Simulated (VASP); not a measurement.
These are r2SCAN meta-GGA, VASP's PBE PAW potentials (set 64) (plane waves; VASP 6.6.1) values and carry that method's errors.

The input files of a VASP run:

File POSCAR:
```
WSi2
1.0
 -1.6025585710   1.6025585710   3.9077051377
  1.6025585710  -1.6025585710   3.9077051377
  1.6025585710   1.6025585710  -3.9077051377
Si W
2 1
Cart
  0.0000000000  -0.0000000000   5.1982114295
  0.0000000000  -0.0000000000   2.6171988459
  0.0000000000   0.0000000000   0.0000000000
```

### KPOINTS
```
Automatic
0
Gamma
  12 12 12
```

**INCAR**
```
SYSTEM  =  WSi2
PREC  =  Accurate; ENCUT  =  400; LREAL  =  F
LASPH  =  T
EDIFF  =  1E-6; NELM  =  100; ALGO  =  Normal
LMAXMIX  =  6; LMIXTAU  =  T
ISMEAR  =  1; SIGMA  =  0.1
METAGGA  =  R2SCAN
IBRION  =  2; NSW  =  60; ISIF  =  3
EDIFFG  =  -0.02
LWAVE  =  F; LCHARG  =  F
```

POTCAR, in this order: Si W_sv (PBE.64 set). Program: vasp_std.

What VASP printed:

**OSZICAR**
```
       N       E                     dE             d eps       ncg     rms          rms(c)
DAV:   1     0.645983633702E+02    0.64598E+02   -0.99517E+03  4898   0.128E+03
DAV:   2    -0.713933614655E+02   -0.13599E+03   -0.13417E+03  5702   0.330E+02
DAV:   3    -0.749204616284E+02   -0.35271E+01   -0.34617E+01  6500   0.486E+01
DAV:   4    -0.749440301175E+02   -0.23568E-01   -0.23564E-01  5590   0.459E+00
DAV:   5    -0.749443161894E+02   -0.28607E-03   -0.28607E-03  6584   0.498E-01    0.275E+01
DAV:   6    -0.698690139149E+02    0.50753E+01   -0.34612E+00  5422   0.212E+01    0.806E+00
DAV:   7    -0.695710922582E+02    0.29792E+00   -0.32334E-01  5786   0.504E+00    0.389E+00
DAV:   8    -0.698524634853E+02   -0.28137E+00   -0.27943E-01  5296   0.545E+00    0.638E-01
DAV:   9    -0.698091541494E+02    0.43309E-01   -0.77338E-02  5142   0.300E+00    0.399E-01
DAV:  10    -0.698102180211E+02   -0.10639E-02   -0.14299E-03  6374   0.311E-01    0.313E-01
DAV:  11    -0.698130951596E+02   -0.28771E-02   -0.28028E-03  5961   0.455E-01    0.428E-01
DAV:  12    -0.698119700717E+02    0.11251E-02   -0.42023E-03  5331   0.748E-01    0.339E-01
DAV:  13    -0.698140721026E+02   -0.21020E-02   -0.14345E-03  5072   0.429E-01    0.257E-01
DAV:  14    -0.698140051507E+02    0.66952E-04   -0.22555E-04  6318   0.125E-01    0.153E-01
DAV:  15    -0.698140126705E+02   -0.75198E-05   -0.28203E-05  5534   0.627E-02    0.787E-02
DAV:  16    -0.698139999749E+02    0.12696E-04   -0.62956E-05  6101   0.664E-02    0.115E-02
DAV:  17    -0.698140032027E+02   -0.32278E-05   -0.29738E-06  5183   0.172E-02    0.147E-02
DAV:  18    -0.698140008176E+02    0.23851E-05   -0.33273E-06  4613   0.143E-02    0.634E-04
DAV:  19    -0.698140007488E+02    0.68848E-07   -0.29431E-07  2571   0.419E-03
   1 F= -.69814001E+02 E0= -.69814019E+02  d E =-.698140E+02
       N       E                     dE             d eps       ncg     rms          rms(c)
DAV:   1    -0.698299594724E+02   -0.15959E-01   -0.47477E-01  5443   0.831E+00    0.152E+00
DAV:   2    -0.698156124316E+02    0.14347E-01   -0.62556E-02  5541   0.233E+00    0.276E-01
DAV:   3    -0.698141508832E+02    0.14615E-02   -0.32333E-03  5954   0.498E-01    0.151E-01
DAV:   4    -0.698136751505E+02    0.47573E-03   -0.10351E-03  6143   0.274E-01    0.980E-02
DAV:   5    -0.698134484832E+02    0.22667E-03   -0.47562E-04  5198   0.241E-01    0.499E-02
DAV:   6    -0.698136623203E+02   -0.21384E-03   -0.46020E-04  5142   0.221E-01    0.210E-02
DAV:   7    -0.698137197700E+02   -0.57450E-04   -0.43759E-05  5114   0.691E-02    0.110E-02
DAV:   8    -0.698137246634E+02   -0.48935E-05   -0.43382E-06  5898   0.207E-02    0.269E-03
DAV:   9    -0.698137220332E+02    0.26302E-05   -0.39331E-07  2599   0.664E-03    0.176E-03
DAV:  10    -0.698137224936E+02   -0.46043E-06   -0.10079E-07  2550   0.348E-03
   2 F= -.69813722E+02 E0= -.69813720E+02  d E =0.278255E-03
       N       E                     dE             d eps       ncg     rms          rms(c)
DAV:   1    -0.698194567872E+02   -0.57348E-02   -0.13657E-01  5457   0.443E+00    0.825E-01
DAV:   2    -0.698153119885E+02    0.41448E-02   -0.17537E-02  5548   0.124E+00    0.149E-01
DAV:   3    -0.698149013087E+02    0.41068E-03   -0.90831E-04  5947   0.267E-01    0.824E-02
DAV:   4    -0.698147525908E+02    0.14872E-03   -0.29426E-04  6136   0.148E-01    0.544E-02
DAV:   5    -0.698147210630E+02    0.31528E-04   -0.13170E-04  5191   0.128E-01    0.265E-02
DAV:   6    -0.698147497945E+02   -0.28731E-04   -0.13197E-04  5121   0.119E-01    0.109E-02
DAV:   7    -0.698147825455E+02   -0.32751E-04   -0.13552E-05  5114   0.387E-02    0.602E-03
DAV:   8    -0.698147804043E+02    0.21412E-05   -0.11511E-06  3005   0.110E-02    0.135E-03
DAV:   9    -0.698147817968E+02   -0.13925E-05   -0.14663E-07  2487   0.378E-03    0.927E-04
DAV:  10    -0.698147816405E+02    0.15624E-06   -0.29239E-08  2487   0.172E-03
   3 F= -.69814782E+02 E0= -.69814791E+02  d E =-.780892E-03
       N       E                     dE             d eps       ncg     rms          rms(c)
DAV:   1    -0.698156474231E+02   -0.86563E-03   -0.26114E-02  5660   0.180E+00    0.272E-01
DAV:   2    -0.698148784213E+02    0.76900E-03   -0.36015E-03  5605   0.521E-01    0.666E-02
DAV:   3    -0.698148176017E+02    0.60820E-04   -0.13294E-04  5912   0.989E-02    0.369E-02
DAV:   4    -0.698147747959E+02    0.42806E-04   -0.72261E-05  6108   0.675E-02    0.103E-02
DAV:   5    -0.698147883733E+02   -0.13577E-04   -0.23569E-05  5317   0.524E-02    0.113E-02
DAV:   6    -0.698147854886E+02    0.28847E-05   -0.59778E-06  5177   0.261E-02    0.632E-03
DAV:   7    -0.698147904465E+02   -0.49579E-05   -0.72964E-07  2543   0.928E-03    0.166E-03
DAV:   8    -0.698147861026E+02    0.43439E-05   -0.65009E-07  2515   0.818E-03    0.583E-04
DAV:   9    -0.698147873026E+02   -0.12000E-05   -0.57272E-08  2501   0.241E-03    0.574E-04
DAV:  10    -0.698147872037E+02    0.98867E-07   -0.67418E-09  2494   0.807E-04
   4 F= -.69814787E+02 E0= -.69814790E+02  d E =-.556317E-05
       N       E                     dE             d eps       ncg     rms          rms(c)
DAV:   1    -0.698150524842E+02   -0.26518E-03   -0.63242E-03  5674   0.884E-01    0.134E-01
DAV:   2    -0.698148698924E+02    0.18259E-03   -0.88508E-04  5612   0.257E-01    0.327E-02
DAV:   3    -0.698148487956E+02    0.21097E-04   -0.32712E-05  5877   0.488E-02    0.181E-02
DAV:   4    -0.698148458917E+02    0.29038E-05   -0.17460E-05  6101   0.332E-02    0.508E-03
DAV:   5    -0.698148375096E+02    0.83821E-05   -0.55382E-06  5128   0.255E-02    0.551E-03
DAV:   6    -0.698148436227E+02   -0.61131E-05   -0.13708E-06  2697   0.127E-02    0.321E-03
DAV:   7    -0.698148406655E+02    0.29572E-05   -0.18900E-07  2529   0.418E-03    0.805E-04
DAV:   8    -0.698148432648E+02   -0.25993E-05   -0.15783E-07  2473   0.409E-03    0.290E-04
DAV:   9    -0.698148426819E+02    0.58292E-06   -0.16558E-08  2487   0.133E-03
   5 F= -.69814843E+02 E0= -.69814849E+02  d E =-.610413E-04
```

OUTCAR:
```
------------------------ aborting loop because EDIFF is reached ----------------------------------------
  FORCE on cell =-STRESS in cart. coord.  units (eV):
  Direction    XX          YY          ZZ          XY          YZ          ZX
  --------------------------------------------------------------------------------------
  Total       -0.0037492     -0.0037492      0.0080213      0.0000000      0.0000000     -0.0000000
  in kB       -0.1491271     -0.1491271      0.3190513      0.0000000      0.0000000     -0.0000000
  external PRESSURE =       0.0069324 kB  Pullay stress =       0.0000000 kB
  volume of cell :       40.28
      direct lattice vectors                 reciprocal lattice vectors
    -1.606330719  1.606330719  3.902700535     0.000000000  0.311268404  0.128116415
     1.606330719 -1.606330719  3.902700535     0.311268404  0.000000000  0.128116415
     1.606330719  1.606330719 -3.902700535     0.311268404  0.311268404  0.000000000
 POSITION                                       TOTAL-FORCE (eV/Angst)
 -----------------------------------------------------------------------------------
      0.00000      0.00000      5.19310         0.000000      0.000000      0.009132
      0.00000      0.00000      2.61230        -0.000000     -0.000000     -0.009132
      0.00000      0.00000      0.00000        -0.000000     -0.000000      0.000000
 -----------------------------------------------------------------------------------
    total drift:                                0.000000      0.000000      0.000000
  FREE ENERGIE OF THE ION-ELECTRON SYSTEM (eV)
  ---------------------------------------------------
  free  energy   TOTEN  =       -69.8148426819 eV

  energy  without entropy=      -69.8148605390  energy(sigma->0) =      -69.81484863

 reached required accuracy - stopping structural energy minimisation
```
(Selected blocks of OUTCAR.)

CONTCAR:
```
WSi2
   1.00000000000000
    -1.6063307190710450    1.6063307190710450    3.9027005349000183
     1.6063307190710450   -1.6063307190710450    3.9027005349000183
     1.6063307190710450    1.6063307190710450   -3.9027005349000183
  Si              W
     2     1
Direct
     0.6653218907105394    0.6653218907105394    0.0000000000000000
     0.3346781092894607    0.3346781092894607    0.0000000000000000
     0.0000000000000000    0.0000000000000000    0.0000000000000000
```

The compound is WSi2 in the MoSi2 type structure. This run relaxes it. Symmetry was kept, so distortions that lower it aren't found. The start is the result of an earlier pass.
